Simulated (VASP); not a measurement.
Shape and ions are relaxed at each volume.

Given:

```cif
data_La2O3
_chemical_formula_sum 'La2 O3'
_space_group_name_H-M_alt 'P 1'
_space_group_IT_number 1
_cell_length_a 3.93915
_cell_length_b 3.93915
_cell_length_c 6.17376
_cell_angle_alpha 90.000
_cell_angle_beta 90.000
_cell_angle_gamma 120.000
loop_
_space_group_symop_operation_xyz
  'x, y, z'
loop_
_atom_site_label
_atom_site_type_symbol
_atom_site_fract_x
_atom_site_fract_y
_atom_site_fract_z
_atom_site_occupancy
La1 La 0.33333 0.66667 0.24697 1
La2 La 0.66667 0.33333 0.75303 1
O1 O 0.00000 0.00000 0.00000 1
O2 O 0.33333 0.66667 0.64564 1
O3 O 0.66667 0.33333 0.35436 1
```

Level of theory: PW91 GGA, VASP's PBE PAW potentials (set 64) (plane waves; VASP 6.6.1). Numerical set-up: 520 eV cut-off, 7×7×4 Γ-centred mesh, Gaussian smearing of 0.050 eV, potentials La O.

### Question
Give the energy at these volumes per atom, relative to the lowest: 15.57, 16.07, 16.57, 17.07, 17.56 Å³.

### Answer
23.8, 5.9, 0.0, 4.4, 17.8 meV/atom. A third-order Birch-Murnaghan fit gives B0 = 110 GPa and B0′ = 3.7.

Measured: bulk modulus 113 GPa at 300 K (computed value off by -2.4 %), as given by Juan A. Santana et al., The Journal of Chemical Physics (2016), arXiv:1608.06321. The calculation is for a static lattice, while the measured bulk modulus holds thermal and zero-point effects, which are part of the difference.

The compound is La2O3 in the a-type structure. It was relaxed first.
